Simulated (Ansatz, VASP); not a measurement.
# SiNi2 in two plane-wave programs

Wanted: the spread between two codes on one cell, functional and k mesh. The two relaxations start from unlike cells of this crystal (the structure described is Ansatz's start), so only their ends are compared.

Program: Ansatz 0.2.0. Level of theory: plane waves, with VASP 6.6.1 beside it; relaxation of cell and atoms at PBEsol with D3(BJ). Results are calculated unless marked as measured.

## 1. The starting structure

It takes space group Pnma (No. 62, orthorhombic). The conventional cell has a = 4.990 Å, b = 3.720 Å, c = 7.030 Å, α = 90.00°, β = 90.00°, γ = 90.00°. Nearest to Si lie 10 Ni at 2.28 to 2.71 Å. Ni has 5 Si at 2.34 to 2.57 Å and 6 Ni at 2.53 to 2.62 Å nearest. Nearest to Ni lie 5 Si at 2.28 to 2.71 Å and 8 Ni at 2.53 to 2.71 Å. Farther neighbours are not listed.

## 2. VASP: relaxation of cell and atoms, PBEsol with D3(BJ)

The relaxed volume is the usual yardstick between codes: in a stiff, nearly cubic crystal its relative difference is about their pressure difference at one cell divided by the bulk modulus.

Lines of VASP's logs that name or quote its potential files are left out, and so is its time.

The input, INCAR:

```
SYSTEM = SiNi2
PREC = Accurate
ENCUT = 600
EDIFF = 1E-07
NELM = 120
ISMEAR = 0
SIGMA = 0.1
LREAL = .FALSE.
ALGO = Normal
GGA = PS
IVDW = 12
NBANDS = 60
LASPH = .TRUE.
LORBIT = 11
LWAVE = .FALSE.
LCHARG = .FALSE.
ISIF = 3
IBRION = 2
NSW = 80
EDIFFG = -0.005
GGA_COMPAT = .FALSE.
NELMIN = 4
KPAR = 2
```

The input, POSCAR:

```
SiNi2
1.0
    4.8348397111      0.0000000000      0.0000000000
    0.0000000000      3.6773041972      0.0000000000
    0.0000000000      0.0000000000      6.9452367536
Si Ni
4 8
Direct
    0.2955472582      0.7500000000      0.6123694958
    0.7044527418      0.2500000000      0.3876305042
    0.2044527418      0.2500000000      0.1123694958
    0.7955472582      0.7500000000      0.8876305042
    0.9558852157      0.7500000000      0.2099202352
    0.0441147843      0.2500000000      0.7900797648
    0.5441147843      0.2500000000      0.7099202352
    0.4558852157      0.7500000000      0.2900797648
    0.8274051526      0.7500000000      0.5603472873
    0.1725948474      0.2500000000      0.4396527127
    0.6725948474      0.2500000000      0.0603472873
    0.3274051526      0.7500000000      0.9396527127
```

The input, KPOINTS:

```
Automatic mesh
0
Gamma
6 8 4
0 0 0
```

PAW data sets: Si and Ni (PBE family, release 64).

The run is started by

```sh
mpirun -np 2 vasp_std
```

Numbers of over 12 decimals in the logs are rounded to 6 here.

The program printed:

```text
[banner, memory and clock lines left out]
running    2 mpi-ranks, on    1 nodes
 distrk:  each k-point on    1 cores,    2 groups
 distr:  one band on    1 cores,    1 groups

 POSCAR found type information on POSCAR SiNi
 POSCAR found :  2 types and      12 ions
|                                                                             |
|               ----> ADVICE to this user running VASP <----                  |
|                                                                             |
|     You enforced a specific xc type in the INCAR file but a different       |
|     [... a line on the potential file left out ...]
|     I HOPE YOU KNOW WHAT YOU ARE DOING!                                     |
|                                                                             |

 LDA part: xc-table for (Slater+PW92), standard interpolation
 POSCAR, INCAR and KPOINTS ok, starting setup
 FFT: planning ... GRIDC
 FFT: planning ... GRID_SOFT
 FFT: planning ... GRID
 WAVECAR not read
 entering main loop
       N       E                     dE             d eps       ncg     rms          rms(c)
DAV:   1     0.805094031449E+03    0.80509E+03   -0.45032E+04  7200   0.235E+03
DAV:   2     0.104014066472E+01   -0.80405E+03   -0.76986E+03  7200   0.477E+02
DAV:   3    -0.878625943838E+02   -0.88903E+02   -0.81855E+02  7308   0.187E+02
DAV:   4    -0.916382192497E+02   -0.37756E+01   -0.37084E+01  8768   0.374E+01
DAV:   5    -0.917547307349E+02   -0.11651E+00   -0.11634E+00  8940   0.600E+00    0.377E+01
DAV:   6    -0.925367596971E+02   -0.78203E+00   -0.19532E+02  8516   0.143E+02    0.312E+01
DAV:   7    -0.795110204558E+02    0.13026E+02   -0.56562E+01  8032   0.865E+01    0.814E+00
DAV:   8    -0.801460937354E+02   -0.63507E+00   -0.63057E+00 11004   0.323E+01    0.826E+00
DAV:   9    -0.797957110158E+02    0.35038E+00   -0.22936E+00  8876   0.402E+01    0.499E+00
DAV:  10    -0.795615450595E+02    0.23417E+00   -0.50653E-01  9400   0.155E+01    0.106E+00
DAV:  11    -0.795662936277E+02   -0.47486E-02   -0.15093E-01  8840   0.288E+00    0.449E-01
DAV:  12    -0.795648204449E+02    0.14732E-02   -0.16299E-02  7588   0.136E+00    0.258E-01
DAV:  13    -0.795648278068E+02   -0.73619E-05   -0.61935E-03  7904   0.890E-01    0.186E-01
DAV:  14    -0.795643952182E+02    0.43259E-03   -0.69468E-04  8704   0.379E-01    0.974E-02
DAV:  15    -0.795643632618E+02    0.31956E-04   -0.20541E-04  8672   0.137E-01    0.616E-02
DAV:  16    -0.795643637710E+02   -0.50914E-06   -0.81947E-06  8092   0.237E-02    0.574E-02
DAV:  17    -0.795643274776E+02    0.36293E-04   -0.80269E-05  8144   0.969E-02    0.206E-02
DAV:  18    -0.795643271948E+02    0.28281E-06   -0.12851E-05 10660   0.249E-02    0.812E-03
DAV:  19    -0.795643272566E+02   -0.61767E-07   -0.53681E-07  7156   0.633E-03
   1 F= -.85187887E+02 E0= -.85174144E+02  d E =-.851879E+02
 curvature:   0.00 expect dE= 0.000E+00 dE for cont linesearch  0.000E+00
 trial: gam= 0.00000 g(F)=  0.788E-05 g(S)=  0.223E-03 ort = 0.000E+00 (trialstep = 0.100E+01)
 search vector abs. value=  0.231E-03
 bond charge predicted
       N       E                     dE             d eps       ncg     rms          rms(c)
DAV:   1    -0.795775533321E+02   -0.13226E-01   -0.50636E-02  7488   0.222E+00    0.573E-01
DAV:   2    -0.795770038764E+02    0.54946E-03   -0.51706E-02  7900   0.253E+00    0.431E-01
DAV:   3    -0.795734008596E+02    0.36030E-02   -0.14469E-02  7908   0.143E+00    0.116E-01
DAV:   4    -0.795734308263E+02   -0.29967E-04   -0.10724E-03  9324   0.615E-01    0.120E-01
DAV:   5    -0.795732814604E+02    0.14937E-03   -0.27216E-04 10672   0.340E-01    0.316E-02
DAV:   6    -0.795732688670E+02    0.12593E-04   -0.43613E-05  9008   0.590E-02    0.152E-02
DAV:   7    -0.795732685458E+02    0.32119E-06   -0.45439E-06  8748   0.117E-02    0.109E-02
DAV:   8    -0.795732682239E+02    0.32194E-06   -0.19046E-06  9556   0.208E-02    0.325E-03
DAV:   9    -0.795732686341E+02   -0.41018E-06   -0.71204E-07  7220   0.524E-03    0.653E-04
DAV:  10    -0.795732687121E+02   -0.78036E-07   -0.64885E-08  3732   0.239E-03
   2 F= -.85187681E+02 E0= -.85173921E+02  d E =0.206244E-03
 trial-energy change:    0.000206  1 .order    0.000107   -0.000231    0.000445
 step:   0.2004(harm=  0.3417)  dis= 0.00004  next Energy=   -85.187909 (dE=-0.223E-04)
 bond charge predicted
       N       E                     dE             d eps       ncg     rms          rms(c)
DAV:   1    -0.795688570042E+02    0.44116E-02   -0.32398E-02  7480   0.177E+00    0.457E-01
DAV:   2    -0.795685261710E+02    0.33083E-03   -0.32691E-02  7900   0.201E+00    0.342E-01
DAV:   3    -0.795662413107E+02    0.22849E-02   -0.91692E-03  7884   0.114E+00    0.889E-02
DAV:   4    -0.795662730611E+02   -0.31750E-04   -0.68677E-04  9416   0.503E-01    0.103E-01
DAV:   5    -0.795661725967E+02    0.10046E-03   -0.19021E-04 10388   0.311E-01    0.258E-02
DAV:   6    -0.795661645065E+02    0.80903E-05   -0.31180E-05  9044   0.486E-02    0.121E-02
DAV:   7    -0.795661637845E+02    0.72192E-06   -0.29050E-06  9256   0.102E-02    0.898E-03
DAV:   8    -0.795661629229E+02    0.86167E-06   -0.12833E-06  8688   0.172E-02    0.290E-03
DAV:   9    -0.795661626134E+02    0.30942E-06   -0.54081E-07  6440   0.465E-03    0.647E-04
DAV:  10    -0.795661625652E+02    0.48209E-07   -0.71819E-08  3672   0.268E-03
   3 F= -.85187887E+02 E0= -.85174140E+02  d E =-.416657E-06
 curvature:  -0.16 expect dE=-0.466E-05 dE for cont linesearch -0.227E-05
 trial: gam= 0.00000 g(F)=  0.571E-05 g(S)=  0.229E-04 ort =-0.567E-04 (trialstep = 0.840E+00)
 search vector abs. value=  0.286E-04
 reached required accuracy - stopping structural energy minimisation
```

From OUTCAR (step 2):

```text
ion  position               nearest neighbor table
   1  0.296  0.750  0.612-  10 2.27  10 2.27  12 2.28   9 2.29   7 2.30   7 2.30   8 2.37   6 2.53
                             6 2.53   9 2.60   4 3.08   4 3.08   2 3.12   2 3.12
   2  0.704  0.250  0.388-   9 2.27   9 2.27  11 2.28  10 2.29   8 2.30   8 2.30   7 2.37   5 2.53
                             5 2.53  10 2.60   3 3.08   3 3.08   1 3.12   1 3.12
   3  0.204  0.250  0.112-  12 2.27  12 2.27  10 2.28  11 2.29   5 2.30   5 2.30   6 2.37   8 2.53
                             8 2.53  11 2.60   2 3.08   2 3.08   4 3.12   4 3.12
   4  0.796  0.750  0.888-  11 2.27  11 2.27   9 2.28  12 2.29   6 2.30   6 2.30   5 2.37   7 2.53
                             7 2.53  12 2.60   1 3.08   1 3.08   3 3.12   3 3.12
   5  0.956  0.750  0.210-   3 2.30   3 2.30   4 2.37   8 2.48   8 2.48   9 2.51  11 2.52  11 2.52
                             2 2.53   2 2.53  12 2.60  10 2.65  10 2.65
   6  0.044  0.250  0.790-   4 2.30   4 2.30   3 2.37   7 2.48   7 2.48  10 2.51  12 2.52  12 2.52
                             1 2.53   1 2.53  11 2.60   9 2.65   9 2.65
   7  0.544  0.250  0.710-   1 2.30   1 2.30   2 2.37   6 2.48   6 2.48  11 2.51   9 2.52   9 2.52
                             4 2.53   4 2.53  10 2.60  12 2.65  12 2.65
   8  0.456  0.750  0.290-   2 2.30   2 2.30   1 2.37   5 2.48   5 2.48  12 2.51  10 2.52  10 2.52
                             3 2.53   3 2.53   9 2.60  11 2.65  11 2.65
   9  0.827  0.750  0.560-   2 2.27   2 2.27   4 2.28   1 2.29   5 2.51   7 2.52   7 2.52   1 2.60
                             8 2.60  10 2.62  10 2.62   6 2.65   6 2.65
  10  0.173  0.250  0.440-   1 2.27   1 2.27   3 2.28   2 2.29   6 2.51   8 2.52   8 2.52   2 2.60
                             7 2.60   9 2.62   9 2.62   5 2.65   5 2.65
  11  0.673  0.250  0.060-   4 2.27   4 2.27   2 2.28   3 2.29   7 2.51   5 2.52   5 2.52   3 2.60
                             6 2.60  12 2.62  12 2.62   8 2.65   8 2.65
  12  0.327  0.750  0.940-   3 2.27   3 2.27   1 2.28   4 2.29   8 2.51   6 2.52   6 2.52   4 2.60
                             5 2.60  11 2.62  11 2.62   7 2.65   7 2.65

  LATTYP: Found a simple orthorhombic cell.
 ALAT       =     3.6773041972
 B/A-ratio  =     1.3147782864
 C/A-ratio  =     1.8886761555

 Subroutine GETGRP returns: Found  8 space group operations
 (whereof  2 operations were pure point group operations)

The static configuration has the point symmetry S_2 .
 The point group associated with its full space group is D_2h.

 Found     60 irreducible k-points:

   k-points           NKPTS =     60   k-points in BZ     NKDIM =     60   number of bands    NBANDS=     60

   dimension x,y,z NGX =    40 NGY =   30 NGZ =   56
   dimension x,y,z NGXF=    80 NGYF=   60 NGZF=  112

   ENCUT  =  600.0 eV  44.10 Ry    6.64 a.u.   9.66  7.34 13.87*2*pi/ulx,y,z

   NELECT =      96.0000    total number of electrons

 k-points in reciprocal lattice and weights: Automatic mesh
   0.00000000  0.00000000  0.00000000       0.005
   0.16666667  0.00000000  0.00000000       0.010
   0.33333333  0.00000000  0.00000000       0.010
   0.50000000  0.00000000  0.00000000       0.005
   0.00000000  0.12500000  0.00000000       0.010
   0.16666667  0.12500000  0.00000000       0.021
   0.33333333  0.12500000  0.00000000       0.021
   0.50000000  0.12500000  0.00000000       0.010
   0.00000000  0.25000000  0.00000000       0.010
[...]
0.33333333  0.50000000  0.50000000       0.010
   0.50000000  0.50000000  0.50000000       0.005

 Edisp (eV)   -5.61441

 average (electrostatic) potential at core
       1 -77.5102       2 -77.5102       3 -77.5102       4 -77.5102       5 -79.5372
       6 -79.5372       7 -79.5372       8 -79.5372       9 -79.6789      10 -79.6789
      11 -79.6789      12 -79.6789

 E-fermi :  11.9393

 k-point     1 :       0.0000    0.0000    0.0000
  band No.  band energies     occupation
    ...
     44      10.7631      2.00000
     45      10.9274      2.00000
     46      10.9496      2.00000
     47      11.3086      2.00000
     48      11.8507      1.79027
     49      12.7460      0.00000
     50      12.9576      0.00000
     51      13.6382      0.00000
     52      14.4263      0.00000
     53      14.4283      0.00000
    ...

 k-point     2 :       0.1667    0.0000    0.0000
  band No.  band energies     occupation
    ...
     43      10.6855      2.00000
     44      10.7247      2.00000
     45      10.9486      2.00000
     46      11.1539      2.00000
     47      11.3344      2.00000
     48      12.1774      0.00076
     49      13.3328      0.00000
     50      13.5135      0.00000
     51      13.8183      0.00000
     52      14.4235      0.00000
    ...

 k-point     3 :       0.3333    0.0000    0.0000
  band No.  band energies     occupation
    ...
     42      10.5834      2.00000
     43      10.6773      2.00000
     44      10.8498      2.00000
     45      10.9500      2.00000
     46      10.9610      2.00000
     47      12.1356      0.00552
     48      13.2175      0.00000
     49      14.2247      0.00000
     50      14.3618      0.00000
     51      14.3977      0.00000
    ...

 Edisp (eV)   -5.62172

  Total      -0.05072    -0.02052    -0.05199    -0.00000     0.00000     0.00000
  in kB      -0.65792    -0.26616    -0.67430    -0.00000     0.00000     0.00000
  external pressure =       -0.53 kB  Pullay stress =        0.00 kB

  energy-cutoff  :      600.00
  volume of cell :      123.52
      direct lattice vectors                 reciprocal lattice vectors
     4.835307696  0.000000000  0.000000000     0.206812071 -0.000000000  0.000000000
     0.000000000  3.677783826  0.000000000    -0.000000000  0.271902876  0.000000000
     0.000000000  0.000000000  6.945918316     0.000000000  0.000000000  0.143969444

 POSITION                                       TOTAL-FORCE (eV/Angst)
 -----------------------------------------------------------------------------------
      1.42910      2.75834      4.25346         0.003448      0.000000     -0.001458
      3.40621      0.91945      2.69246        -0.003448     -0.000000      0.001458
      0.98855      0.91945      0.78050        -0.003448     -0.000000     -0.001458
      3.84675      2.75834      6.16542         0.003448      0.000000      0.001458
      4.62202      2.75834      1.45813         0.002169      0.000000      0.002900
      0.21329      0.91945      5.48779        -0.002169     -0.000000     -0.002900
      2.63094      0.91945      4.93109        -0.002169     -0.000000      0.002900
      2.20437      2.75834      2.01483         0.002169      0.000000     -0.002900
      4.00078      2.75834      3.89212         0.001459      0.000000     -0.000600
      0.83453      0.91945      3.05380        -0.001459     -0.000000      0.000600
      3.25219      0.91945      0.41916        -0.001459     -0.000000     -0.000600
      1.58312      2.75834      6.52676         0.001459      0.000000      0.000600
 -----------------------------------------------------------------------------------
    total drift:                                0.000000     -0.000000      0.000000

  FREE ENERGIE OF THE ION-ELECTRON SYSTEM (eV)
  ---------------------------------------------------
  free  energy   TOTEN  =       -85.1878873942 eV

  energy  without entropy=      -85.1603921242  energy(sigma->0) =      -85.17413976

 reached required accuracy - stopping structural energy minimisation

 total charge
# of ion       s       p       d       tot
------------------------------------------
    1        0.727   0.919   0.000   1.646
    2        0.727   0.919   0.000   1.646
    3        0.727   0.919   0.000   1.646
    4        0.727   0.919   0.000   1.646
    5        0.479   0.623   8.502   9.604
    6        0.479   0.623   8.502   9.604
    7        0.479   0.623   8.502   9.604
    8        0.479   0.623   8.502   9.604
    9        0.508   0.659   8.519   9.686
   10        0.508   0.659   8.519   9.686
   11        0.508   0.659   8.519   9.686
   12        0.508   0.659   8.519   9.686
--------------------------------------------------
tot          6.857   8.803  68.083  83.743

[... 3 further parts left out ...]
```

This run has no spin polarisation, so a moment on Ni, if there is one, isn't seen. Dispersion corrections of this kind ignore metallic screening and tend to overbind metals. The run keeps the 8 symmetry operations of its start, so it cannot find a distortion of lower symmetry.

(Continued in part 2 of 2.)

[Lines on the potential files, build, host, timing and source positions are cut from VASP's logs without a mark.]

[Logs are printed without paths, hosts, clocks, repeated set-up lines and the standing remarks that a program may print on its own settings, such as how far it seeks lower states.]

[Hosts, paths, dates, database ids (printed as entryN), source tags and the programs' standing remarks are cut or masked in the printed files.]
